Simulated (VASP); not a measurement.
Input:

```
O2Si
1.0
    5.01589     0.00000     0.00000
    0.00000     5.01589     0.00000
    0.00000     0.00000     6.97626
Si O
4 8
Direct
  0.69915   0.69915   0.50000
  0.80085   0.19915   0.75000
  0.30085   0.30085   0.00000
  0.19915   0.80085   0.25000
  0.89339   0.76136   0.31962
  0.73864   0.39339   0.56962
  0.10661   0.23864   0.81962
  0.26136   0.60661   0.06962
  0.39339   0.73864   0.43038
  0.23864   0.10661   0.18038
  0.60661   0.26136   0.93038
  0.76136   0.89339   0.68038
```

Calculation: PBEsol GGA, VASP's PBE PAW potentials (set 64) (plane waves; VASP). Run with 520 eV cut-off, 6×6×4 Γ-centred mesh, Gaussian smearing of 0.010 eV, potentials Si O.

Q: Give the direction-averaged independent-particle dielectric function (no local fields, no excitons; a broadening of 0.1 eV leaves a tail below the gap, and fine structure carries the noise of the k-mesh).

A: 
```tsv
ħω (eV)	ε₁	ε₂
0.00	2.35	0.00
0.30	2.35	0.00
0.70	2.36	0.00
1.10	2.36	0.00
1.40	2.37	0.00
1.80	2.38	0.00
2.20	2.40	0.00
2.50	2.41	0.01
2.90	2.44	0.01
3.30	2.46	0.01
3.70	2.50	0.01
4.00	2.53	0.01
4.40	2.57	0.01
4.80	2.62	0.01
5.10	2.67	0.02
5.50	2.75	0.02
5.90	2.84	0.03
6.30	2.96	0.04
6.60	3.08	0.06
7.00	3.30	0.10
7.40	3.59	0.28
7.70	3.73	0.54
8.10	3.70	0.80
8.50	4.16	1.08
8.90	3.60	1.99
9.20	3.87	2.19
9.60	2.94	2.28
10.00	2.76	2.95
10.30	2.15	2.90
10.70	1.89	2.38
11.10	1.85	2.11
11.50	1.76	2.25
```
ε₂ peaks at 9.4 eV (height 2.7), 10.0 eV (height 3.0); ε₁(0) averages 2.35, so the electronic refractive index below the gap tends to √2.35 = 1.53.

The structure comes from a computed database's SiO2 entry (P4_12_12), a phase known from measurement. It was relaxed first.
